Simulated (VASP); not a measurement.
```
CuI
1.0
    0.00000     3.05785     3.05785
    3.05785     0.00000     3.05785
    3.05785     3.05785     0.00000
Cu I
1 1
Direct
  0.00000   0.00000   0.00000
  0.25000   0.25000   0.25000
```

Level of theory: TPSS meta-GGA, VASP's PBE PAW potentials (set 64) (plane waves; VASP). Run with 520 eV cut-off, 8×8×8 Γ-centred mesh, Gaussian smearing of 0.050 eV, potentials Cu I.

Unless said otherwise, spin-orbit coupling is left out, though it shifts the bands of the heavy elements here.

Problem. What does the run give for the energy per atom (σ→0), pressure, band gap (on the k-mesh) with the smallest direct gap where there is one?

Solution. 
```json
{
  "band gap (on the k-mesh)": "1.26 eV",
  "smallest direct gap (on the k-mesh)": "1.26 eV",
  "energy per atom (σ→0)": "-1021.4 kJ/mol of atoms",
  "pressure": "-1.10 GPa"
}
```

Only differences to runs with the same potentials and settings are physical.

The compound is CuI in the zinc blende structure. This cell is one point of a volume scan, at 1.03 of the reference volume.
